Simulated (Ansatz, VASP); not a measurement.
NaSb2Au: VASP beside Ansatz

POSCAR

```
NaSb2Au
1.0
    4.3573000000      0.0000000000      0.0000000000
   -2.1786500000      3.7735400000      0.0000000000
    0.0000000000      0.0000000000      6.8184700000
Na Sb Au
1 2 1
Direct
    0.0000000000      0.0000000000      0.5000000000
    0.6666700000      0.3333300000      0.8163200000
    0.3333300000      0.6666700000      0.1836800000
    0.0000000000      0.0000000000      0.0000000000
```

INCAR.step1

```
PREC     = Accurate       # precision mode
ENCUT    = 520            # plane-wave cutoff, eV
EDIFF    = 1E-5           # SCF threshold, eV
ISMEAR   = -1             # smearing method
SIGMA    = 0.05           # smearing width, eV
LREAL    = False          # projectors in reciprocal space
LASPH    = True           # aspherical terms in the spheres
NELM     = 80             # most SCF steps
ALGO     = Normal         # electronic algorithm
ISIF     = 2              # what is computed and relaxed
LWAVE    = True           # write WAVECAR
LCHARG   = False          # write CHGCAR
NBANDS   = 22             # bands
GGA      = PE             # functional
```

Contents of INCAR.step2:

```
PREC     = Accurate       # precision mode
ENCUT    = 520            # plane-wave cutoff, eV
EDIFF    = 1E-6           # SCF threshold, eV
ISMEAR   = -1             # smearing method
SIGMA    = 0.05           # smearing width, eV
LREAL    = False          # projectors in reciprocal space
LASPH    = True           # aspherical terms in the spheres
NELM     = 80             # most SCF steps
ALGO     = Normal         # electronic algorithm
ISIF     = 2              # what is computed and relaxed
LWAVE    = False          # write WAVECAR
LCHARG   = False          # write CHGCAR
GGA      = PE             # functional
LHFCALC  = True           # exact exchange
HFSCREEN = 0.2            # screening, 1/A
AEXX     = 0.25           # exact-exchange fraction
PRECFOCK = Fast         
NBANDS   = 22             # bands
ISTART   = 1
```

File KPOINTS:

```
regular mesh
0
Gamma
  4 4 2
```

File input.yaml:

```yaml
crystal:
  lattice:
    - [4.3573, 0.0, 0.0]
    - [-2.17865, 3.77354, 0.0]
    - [0.0, 0.0, 6.81847]
  atoms:
    - { symbol: Na, position: [0.0, 0.0, 0.5] }
    - { symbol: Sb, position: [0.66667, 0.33333, 0.81632] }
    - { symbol: Sb, position: [0.33333, 0.66667, 0.18368] }
    - { symbol: Au, position: [0.0, 0.0, 0.0] }
hamiltonian:
  xc: { exchange: pbe, correlation: pbe, exx: { coeff: 0.25, omega: 0.2 } }
  pseudopotentials: { kind: paw }
kpoints:
  mp_grid: { grid: [4, 4, 2] }
scf:
  occupations: { method: fermi_dirac, width: 0.05 }
output:
  forces: true
  stress: true
  eigenvalues: true
  write_density: true
  write_potential: true
  elf: true
  volumetric_format: npy
```

The cell was built by a generator and needn't be a form met in nature.

Alike in both runs: task single point; functional HSE(alpha, omega); k mesh 4 × 4 × 2; occupations fermi-dirac, width 0.05 eV; no spin polarisation.

```csv
,VASP,Ansatz
version,VASP 6.6.1,Ansatz 0.2.0
potentials or method,"VASP PAW PBE potentials, release 64 (Na_pv, Sb, Au)",Ansatz PAW
plane-wave cutoff (eV),520,420
valence electrons in the cell,28,58
```

Ansatz gave:

| Property | Result |
| --- | --- |
| gap on the k mesh at the Fermi level (eV) | none |
| pressure (GPa) | -1.5 |
| largest component of the traceless stress (GPa) | 1.43 |
| rms of the force components (eV/Å) | 0.073 |

Q: What did VASP give for the same quantities?

A: gap on the k mesh at the Fermi level (eV): none; pressure (GPa): -2.0; largest component of the traceless stress (GPa): 1.51; rms of the force components (eV/Å): 0.110.

Atom by atom the forces differ by 0.037 eV/Å (rms over components). A gap of «none» marks a metal or a gap that the smearing closes. The two sets of potentials don't hold the same shells in valence.

Caveats: the k mesh is coarse (spacing up to 0.46 Å⁻¹), so the values aren't converged, least of all with exact exchange; the PAW data sets were made with another functional, which shifts forces and pressure a little (VASP); the PAW data sets come from PBE, with cores solved anew for the run's functional, which leaves a small shift of forces and pressure (Ansatz); the thresholds are loose for stress (Ansatz). The runs have no spin-orbit coupling, so splittings on Au, Sb are missing.
